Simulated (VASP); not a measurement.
Input of a VASP 6.6.1 run:

File run.py:

```python
from ase import Atoms
from ase.calculators.vasp import Vasp
from ase.dft.bandgap import bandgap

atoms = Atoms(
    ['Ba', 'Hf', 'Hf', 'O', 'O', 'O'],
    cell=[[5.293514, 0.002603, 0.048818], [-2.644503, 4.755744, 0.019969], [0.036056, 0.037847, 4.171842]],
    scaled_positions=[[0.0, 0.0, 0.19263026], [0.66666667, 0.33333333, 0.49614772], [0.33333333, 0.66666667, 0.49614772], [0.0, 0.5, 0.99502307], [0.5, 0.0, 0.99502307], [0.5, 0.5, 0.99502307]],
    pbc=True,
)
calc = Vasp(
    directory='calc',
    xc='optb88-vdw',
    pp='PBE',
    setups='recommended',
    prec='Accurate',
    encut=520,
    ediff=1e-07,
    ismear=-1,
    sigma=0.05,
    lreal=False,
    lasph=True,
    nelm=60,
    algo='Normal',
    isif=2,
    lwave=False,
    lcharg=False,
    kpts=[6, 6, 7],
    gamma=True,
    nbands=33,
)
atoms.calc = calc

print('energy (eV):', atoms.get_potential_energy())
print('free energy (eV):', atoms.get_potential_energy(force_consistent=True))
print('forces (eV/A):')
print(atoms.get_forces())
print('stress (eV/A^3, Voigt):', atoms.get_stress())
print('Fermi level (eV):', calc.get_fermi_level())
gap, top, bottom = bandgap(calc)
print('band gap (eV):', gap, 'from (spin, k, band)', top, 'to', bottom)
```

Potentials or basis: VASP PAW PBE potentials, release 64 (Ba_sv, Hf_pv, O).

Launch:

```sh
$ python run.py
```

Q: Predict the pressure.

A: -14.2 GPa.

Q: Predict the largest force.

A: 2.574 eV/Å.

Q: Estimate the band gap on the k mesh.

A: None (metal or under the smearing width).

Stress tensor (GPa, compression positive):
```
  5.29  -0.02   0.39
 -0.02   2.61   0.47
  0.39   0.47 -50.61
```

Caveat: the PAW data sets were made with another functional, which shifts forces and pressure a little. Spin-orbit coupling is left out, which matters for the levels of Ba, Hf.
